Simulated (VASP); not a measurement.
# TaTl (P4/mmm) in VASP: relaxation of the atoms with AM05

Aim: the relaxation of the atoms of TaTl with AM05.

Everything below comes from runs of VASP 6.6.1. Logs are shortened: lines on timing, memory, paths and dates and some standing lists are left out, and cuts for length are marked.

### 1 The crystal as given

Symmetry: P4/mmm, No. 123, tetragonal system. Conventional cell: a = 3.472 Å, b = 3.472 Å, c = 4.290 Å, α = 90.00°, β = 90.00°, γ = 90.00°. Around Ta (site symmetry 4/mmm) lie 8 Tl at 3.26 Å and 4 Ta at 3.47 Å. Tl (site symmetry 4/mmm) is surrounded by 8 Ta at 3.26 Å and 4 Tl at 3.47 Å.

The cell was built by a generator and needn't be a form met in nature.

### 2 Relaxation of the atoms, AM05

INCAR reads:

```
SYSTEM = TaTl
ALGO     = Fast           ! electronic algorithm
EDIFF    = 1E-7           ! SCF threshold, eV
EDIFFG   = -0.01          ! ionic threshold
ENCUT    = 600            ! plane-wave cutoff, eV
GGA      = AM             ! functional
IBRION   = 2              ! ionic algorithm
ISIF     = 2              ! what is computed and relaxed
ISMEAR   = 1              ! smearing method
KSPACING = 0.25           ! k-point spacing, 1/A
LASPH    = .TRUE.         ! aspherical terms in the spheres
LCHARG   = .FALSE.        ! write CHGCAR
LREAL    = .FALSE.        ! projectors in reciprocal space
LWAVE    = .FALSE.        ! write WAVECAR
NELM     = 100            ! most SCF steps
NSW      = 40             ! ionic steps
POTIM    = 0.2            ! step
PREC     = Accurate       ! precision mode
SIGMA    = 0.1            ! smearing width, eV
```

POSCAR reads:

```
TaTl
3.4722
    0.999996886700      0.000000000000      0.000000000000
    0.000000000000      0.999996886700      0.000000000000
    0.000000000000      0.000000000000      1.235659973504
Ta Tl
1 1
Direct
    0.5000000000      0.5000000000      0.5000000000
    0.0000000000      0.0000000000      0.0000000000
```

Potentials or basis: VASP PAW PBE potentials, release 64 (Ta_sv_GW, Tl_d_GW).

Run with:

```
$ cat potpaw_PBE.64/Ta_sv_GW/POTCAR potpaw_PBE.64/Tl_d_GW/POTCAR > POTCAR
$ mpirun -np 1 vasp_std > vasp.out
```

OUTCAR:

```text
SYSTEM = TaTl
   EDIFF = 1E-7
   EDIFFG = -0.01
   ENCUT = 600
   GGA = AM
   IBRION = 2
   ISIF = 2
   ISMEAR = 1
   LASPH = .TRUE.
   LREAL = .FALSE.
   NELM = 100
   NSW = 40
   POTIM = 0.2
   PREC = Accurate

 ion  position               nearest neighbor table
   1  0.500  0.500  0.500-
   2  0.000  0.000  0.000-

  LATTYP: Found a simple tetragonal cell.
 ALAT       =     3.4721891900
 C/A-ratio  =     1.2356638205

  Lattice vectors:

 A1 = (   3.4721891900,   0.0000000000,   0.0000000000)
 A2 = (   0.0000000000,   3.4721891900,   0.0000000000)
 A3 = (   0.0000000000,   0.0000000000,   4.2904585600)

Analysis of symmetry for initial positions (statically):
=====================================================================
 Subroutine PRICEL returns:
 Original cell was already a primitive cell.

 Routine SETGRP: Setting up the symmetry group for a
 simple tetragonal supercell.

 Subroutine GETGRP returns: Found 16 space group operations
 (whereof 16 operations were pure point group operations)
 out of a pool of 16 trial point group operations.

The static configuration has the point symmetry D_4h.

Analysis of symmetry for dynamics (positions and initial velocities):
=====================================================================
 Subroutine PRICEL returns:
 Original cell was already a primitive cell.

 Routine SETGRP: Setting up the symmetry group for a
 simple tetragonal supercell.

 Subroutine GETGRP returns: Found 16 space group operations
 (whereof 16 operations were pure point group operations)
 out of a pool of 16 trial point group operations.

The dynamic configuration has the point symmetry D_4h.

 Subroutine INISYM returns: Found 16 space group operations
 (whereof 16 operations are pure point group operations),
 and found     1 'primitive' translations

----------------------------------------------------------------------------------------

                                     Primitive cell

  volume of cell :      51.7262

  direct lattice vectors                    reciprocal lattice vectors
     3.472189190  0.000000000  0.000000000     0.288002740  0.000000000  0.000000000
     0.000000000  3.472189190  0.000000000     0.000000000  0.288002740  0.000000000
     0.000000000  0.000000000  4.290458560     0.000000000  0.000000000  0.233075320

  length of vectors
     3.472189190  3.472189190  4.290458560     0.288002740  0.288002740  0.233075320

  position of ions in fractional coordinates (direct lattice)
     0.500000000  0.500000000  0.500000000
     0.000000000  0.000000000  0.000000000

  ion indices of the primitive-cell ions
   primitive index   ion index
                 1           1
                 2           2

----------------------------------------------------------------------------------------

Automatic generation of k-mesh.
 Grid dimensions derived from KSPACING:
 generate k-points for:    8    8    6

 Generating k-lattice:

  Cartesian coordinates                     Fractional coordinates (reciprocal lattice)
     0.036000342  0.000000000  0.000000000     0.125000000  0.000000000  0.000000000
     0.000000000  0.036000342  0.000000000     0.000000000  0.125000000  0.000000000
     0.000000000  0.000000000  0.038845887     0.000000000  0.000000000  0.166666667

  Length of vectors
     0.036000342  0.036000342  0.038845887

  Shift w.r.t. Gamma in fractional coordinates (k-lattice)
     0.000000000  0.000000000  0.000000000

 Subroutine IBZKPT returns following result:
 ===========================================

 Found     60 irreducible k-points:

 Following reciprocal coordinates:
            Coordinates               Weight
  0.000000  0.000000  0.000000      1.000000
  0.125000  0.000000  0.000000      4.000000
  0.250000  0.000000  0.000000      4.000000
  0.375000  0.000000  0.000000      4.000000
  0.500000  0.000000  0.000000      2.000000
  0.125000  0.125000  0.000000      4.000000
[... 16 lines left out ...]
  0.375000  0.125000  0.166667     16.000000
  0.500000  0.125000  0.166667      8.000000
 [... further k-points ...]
   k-points           NKPTS =     60   k-points in BZ     NKDIM =     60   number of bands    NBANDS=     18
   number of dos      NEDOS =    301   number of ions     NIONS =      2
   total plane-waves  NPLWV =  28224
   dimension x,y,z NGX =    28 NGY =   28 NGZ =   36
   dimension x,y,z NGXF=    56 NGYF=   56 NGZF=   72
   ions per type =               1   1
   NGX,Y,Z   is equivalent  to a cutoff of  13.41, 13.41, 13.95 a.u.
   NGXF,Y,Z  is equivalent  to a cutoff of  26.81, 26.81, 27.90 a.u.
 SYSTEM =  TaTl
   PREC   = accura    normal or accurate (medium, high low for compatibility)
   ISTART =      0    job   : 0-new  1-cont  2-samecut
   ICHARG =      2    charge: 1-file 2-atom 10-const
   ISPIN  =      1    spin polarized calculation?
   LNONCOLLINEAR =      F non collinear calculations
   LSORBIT =      F    spin-orbit coupling
   LASPH  =      T    aspherical Exc in radial PAW
   ENCUT  =  600.0 eV  44.10 Ry    6.64 a.u.   6.93  6.93  8.57*2*pi/ulx,y,z
   NELM   =    100;   NELMIN=  2; NELMDL= -5     # of ELM steps
   EDIFF  = 0.1E-06   stopping-criterion for ELM
   LREAL  =      F    real-space projection
   EDIFFG = -.1E-01   stopping-criterion for IOM
   NSW    =     40    number of steps for IOM
   IBRION =      2    ionic relax: 0-MD 1-quasi-New 2-CG
   NFREE  =      1    steps in history (QN), initial steepest desc. (CG)
   ISIF   =      2    stress and relaxation
   ISYM   =      2    0-nonsym 1-usesym 2-fastsym
   POTIM  = 0.2000    time-step for ionic-motion
   TEBEG  =    0.0;   TEEND  =   0.0 temperature during run
   PSTRESS=    0.0 pullay stress
   NELECT =      28.0000    total number of electrons
   NUPDOWN=      -1.0000    fix difference up-down
   EMIN   =  10.00;   EMAX   =-10.00  energy-range for DOS
   EFERMI =   0.00;   METHOD = LEGACY
   ISMEAR =     1;   SIGMA  =   0.10  broadening in eV -4-tet -1-fermi 0-gaus
   EFERMI_NEDOS =   21; number of points for ismear=-14 and -15
   IALGO  =     68    algorithm
   IMIX   =      4    mixing-type and parameters
     AMIX     =   0.40;   BMIX     =  1.00
     AMIX_MAG =   1.60;   BMIX_MAG =  1.00
  volume/ion in A,a.u.               =      25.86       174.53
  Fermi-wavevector in a.u.,A,eV,Ry     =   1.334209  2.521290 24.219934  1.780115
  Thomas-Fermi vector in A             =   2.463008
   LORBIT       =      0    0 simple, 1 ext, 2 COOP (PROOUT), +10 PAW based schemes
   GGA     = AM    functional components
   LHFCALC =     F    Hartree Fock is set to
   AEXX    =    0.0000 exact exchange contribution
   IVDW    =     0    specifies the selected vdW correction
   LEPSILON=     F    determine dielectric tensor
   LRPA    =     F    only Hartree local field effects (RPA)
 conjugate gradient relaxation of ions
 non-spin polarized calculation
 RMM-DIIS sequential band-by-band and
 Methfessel and Paxton  Order N= 1 SIGMA  =   0.10
  energy-cutoff  :      600.00
  volume of cell :       51.73
 maximum number of plane-waves:      1742
 NGX is ok and might be reduce to    28
   NGX = 13   NGY = 13   NGZ = 17

 number of electron      28.0000001 magnetization

 Free energy of the ion-electron system (eV)
  ---------------------------------------------------
  ext. energy  EPLUGINS =         0.00000000
  ---------------------------------------------------
  free energy    TOTEN  =       -14.70361129 eV

  energy without entropy =      -14.70386799  energy(sigma->0) =      -14.70369685

 E-fermi :   5.3299     XC(G=0): -11.1566

 val. band max:        5.3066363098   @ k =   0.2500   0.2500   0.3333
 cond. band min:       5.3680840849   @ k =   0.1250   0.0000   0.5000
 fundamental gap:      0.0614477752
 Fermi energy:         5.3298904591

 k-point     1 :       0.0000    0.0000    0.0000
  band No.  band energies     occupation
      1    -121.3315      2.00000
      2     -63.8369      2.00000
      3     -30.1887      2.00000
      4     -30.0240      2.00000
      5     -30.0240      2.00000
      6      -6.1767      2.00000
[... 10 lines left out ...]
     17       8.1675      0.00000
     18       9.9841      0.00000

 k-point     2 :       0.1250    0.0000    0.0000
  band No.  band energies     occupation
      1    -121.3315      2.00000
      2     -63.8364      2.00000
      3     -30.1873      2.00000
      4     -30.0395      2.00000
      5     -30.0228      2.00000
      6      -6.1353      2.00000
[... 10 lines left out ...]
     17       7.4008      0.00000
     18       7.5843      0.00000

 k-point     3 :       0.2500    0.0000    0.0000
  band No.  band energies     occupation
      1    -121.3315      2.00000
      2     -63.8354      2.00000
      3     -30.1841      2.00000
      4     -30.0767      2.00000
      5     -30.0199      2.00000
      6      -6.0728      2.00000
[... 10 lines left out ...]
     17       6.6573     -0.00000
     18       8.9580      0.00000

 k-point     4 :       0.3750    0.0000    0.0000
  band No.  band energies     occupation
      1    -121.3315      2.00000
      2     -63.8343      2.00000
      3     -30.1808      2.00000
      4     -30.1136      2.00000
      5     -30.0169      2.00000
      6      -6.0356      2.00000
[... 375 lines left out ...]
      4     -30.0750      2.00000
      5     -30.0350      2.00000
      6      -5.9968      2.00000
[... 10 lines left out ...]
     17       7.3186     -0.00000
     18       8.3835      0.00000

 k-point    23 :       0.3750    0.1250    0.1667
  band No.  band energies     occupation
      1    -121.3315      2.00000
      2     -63.8338      2.00000
      3     -30.1813      2.00000
      4     -30.1117      2.00000
      5     -30.0319      2.00000
      6      -5.9593      2.00000
[... 10 lines left out ...]
     17       7.5143      0.00000
     18       8.7170      0.00000

 k-point    24 :       0.5000    0.1250    0.1667
  band No.  band energies     occupation
      1    -121.3315      2.00000
      2     -63.8334      2.00000
      3     -30.1799      2.00000
      4     -30.1268      2.00000
      5     -30.0306      2.00000
      6      -5.9750      2.00000
[... 10 lines left out ...]
     17       8.8933      0.00000
     18       9.2345      0.00000

 [... further k-points ...]

------------------------ aborting loop because EDIFF is reached ----------------------------------------

  FORCE on cell =-STRESS in cart. coord.  units (eV):
  Direction    XX          YY          ZZ          XY          YZ          ZX
  --------------------------------------------------------------------------------------
  -------------------------------------------------------------------------------------
  Total       -7.1899919     -7.1899919     -5.1440441      0.0000000     -0.0000000      0.0000000
  in kB     -222.7042539   -222.7042539   -159.3326543      0.0000000     -0.0000000      0.0000000
  external PRESSURE =    -201.5803874 kB  Pullay stress =       0.0000000 kB

 VOLUME and BASIS-vectors are now :
 -----------------------------------------------------------------------------
  energy-cutoff  :      600.00
  volume of cell :       51.73
      direct lattice vectors                 reciprocal lattice vectors
     3.472189190  0.000000000  0.000000000     0.288002740  0.000000000  0.000000000
     0.000000000  3.472189190  0.000000000     0.000000000  0.288002740  0.000000000
     0.000000000  0.000000000  4.290458560     0.000000000  0.000000000  0.233075320

 POSITION                                       TOTAL-FORCE (eV/Angst)
 -----------------------------------------------------------------------------------
      1.73609      1.73609      2.14523         0.000000      0.000000      0.000000
      0.00000      0.00000      0.00000         0.000000      0.000000      0.000000
 -----------------------------------------------------------------------------------
    total drift:                               -0.000000      0.000000      0.000000

  FREE ENERGIE OF THE ION-ELECTRON SYSTEM (eV)
  ---------------------------------------------------
  free  energy   TOTEN  =       -14.7036112865 eV

  energy  without entropy=      -14.7038679879  energy(sigma->0) =      -14.70369685

 reached required accuracy - stopping structural energy minimisation
```

It took 1.7 min on 1 thread of Intel Xeon 6975P-C (Granite Rapids), shared host; peak memory 0.25 GiB.

What came out:

| Item | Value |
| --- | --- |
| Free energy | -14.7036 eV |
| Pressure after relaxing | -20.2 GPa |
| Band gap on the k mesh | none (metal or under the smearing width) |

Final structure:
```yaml
crystal:
  lattice:
    - [3.47219, 0.00000, 0.00000]
    - [0.00000, 3.47219, 0.00000]
    - [0.00000, 0.00000, 4.29046]
  atoms:
    - { symbol: Ta, position: [0.50000, 0.50000, 0.50000] }
    - { symbol: Tl, position: [0.00000, 0.00000, 0.00000] }
```

Caveat: the relaxation stopped at its first step, so nothing moved; the PAW data sets were made with another functional, which shifts forces and pressure a little.

### 3 The reference run

An earlier run on the cell as given: functional PBE; potentials or basis VASP PAW PBE potentials, release 64 (Ta_pv, Tl_d); cutoff 520 eV; k mesh 8 × 8 × 6; occupations fermi-dirac, width 0.05 eV; no spin polarisation.

- Pressure: -16.5 GPa
- Band gap on the k mesh: none (metal or under the smearing width)
